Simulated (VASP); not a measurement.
An input for Ansatz (written as the equivalent of a VASP run, and not itself run):

Ansatz 0.2 input:
```yaml
crystal:
  lattice:
    - [-2.0680656, 2.1507882, 2.0680656]
    - [2.0680656, -2.1507882, 2.0680656]
    - [2.0680656, 2.1507882, -2.0680656]
  atoms:
    - { symbol: Na, position: [0.0000000, 0.0000000, 0.0000000] }
kpoints:
  mp_grid: { grid: [12, 12, 12] }
hamiltonian:
  xc: pbesol
  pseudopotentials: { kind: paw }
scf:
  occupations: { method: methfessel_paxton, width: 0.1 }
  max_iter: 100
output: { forces: true, stress: true, eigenvalues: true }
```

Q: Translate this input to VASP (INCAR, KPOINTS, POSCAR, choice of POTCAR).

A: This is not unique; one that fits is 
### INCAR
```
LCHARG = .False.
LWAVE = .False.
GGA = PS
ALGO = Normal   # blocked Davidson
LASPH = .True.
EDIFF = 1E-7   # SCF stop (eV)
ENCUT = 480
LREAL = .False.
SIGMA = 0.1   # width (eV)
ISIF = 2   # forces and stress, cell fixed
ISMEAR = 1   # Methfessel-Paxton
PREC = Accurate
NELM = 100
SYSTEM = Na
```

**KPOINTS**
```
Regular mesh
0
Gamma
 12 12 12
0 0 0
```

POSCAR:
```
Na
1
   -2.0680655568     2.1507881791     2.0680655568
    2.0680655568    -2.1507881791     2.0680655568
    2.0680655568     2.1507881791    -2.0680655568
Na
1
Direct
  0.0000000000   0.0000000000   0.0000000000
```

POTCAR, in this order: Na_pv (PBE.64 set). Program: vasp_std.

The two are equivalent in intent, not identical: each code has its own PAW files, so the cut-off isn't converted (ENCUT is set for VASP's; basis.ecutwfc is left out, and Ansatz then takes the one that its files recommend); Ansatz stops its SCF on the density residual and VASP on the energy change (EDIFF).

The compound is Na in the bcc structure. This cell was strained or had an atom moved on purpose.
